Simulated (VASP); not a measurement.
VASP input:

### KPOINTS
```
Automatic mesh
0
Gamma
8 8 8
0 0 0
```

INCAR:
```
# general
SYSTEM=P
PREC  =Accurate
ENCUT =400   # plane-wave cut-off (eV)
LREAL =.FALSE.   # projection in real space or not
LASPH =.TRUE.

# electronic loop
EDIFF =1E-6
NELM  =100   # most electronic steps
ALGO  =Normal   # blocked Davidson

# smearing
ISMEAR=0   # Gaussian
SIGMA =0.05

# functional
GGA   =PS

# ions
IBRION=2   # conjugate gradients
NSW   =60
ISIF  =3   # ions, shape and volume
EDIFFG=-0.01   # ionic stop

# output
LWAVE =.FALSE.
LCHARG=.FALSE.
```

POSCAR:
```
P
1.0
  0.0000000000   2.4710590000   2.4710590000
  2.4710590000   0.0000000000   2.4710590000
  2.4710590000   2.4710590000   0.0000000000
P
2
Cartesian
  3.7065885000   3.7065885000   3.7065885000
  2.4710590000   2.4710590000   2.4710590000
```

POTCAR, in this order: P (PBE.64 set). Program: vasp_std.

Q: Translate this PBEsol calculation to Ansatz.

A: One equivalent input (not run):
Ansatz 0.2 input:
```yaml
crystal:
  lattice:
    - [0.0000000, 2.4710590, 2.4710590]
    - [2.4710590, 0.0000000, 2.4710590]
    - [2.4710590, 2.4710590, 0.0000000]
  atoms:
    - { symbol: P, position: [0.7500000, 0.7500000, 0.7500000] }
    - { symbol: P, position: [0.5000000, 0.5000000, 0.5000000] }
kpoints:
  mp_grid: { grid: [8, 8, 8] }
hamiltonian:
  xc: pbesol
  pseudopotentials: { kind: paw }
scf:
  occupations: { method: gaussian, width: 0.05 }
  max_iter: 100
relax:
  max_steps: 60
  f_tol: 0.01
  cell: {}
output: { forces: true, stress: true, eigenvalues: true }
```
The two are equivalent in intent, not identical: each code has its own PAW files, so the cut-off isn't converted (ENCUT is set for VASP's; basis.ecutwfc is left out, and Ansatz then takes the one that its files recommend); Ansatz stops its SCF on the density residual and VASP on the energy change (EDIFF).

The structure was generated: P was put into the diamond type (Fd-3m), which need not be its known phase. This run relaxes it. Symmetry was kept, so distortions that lower it aren't found.
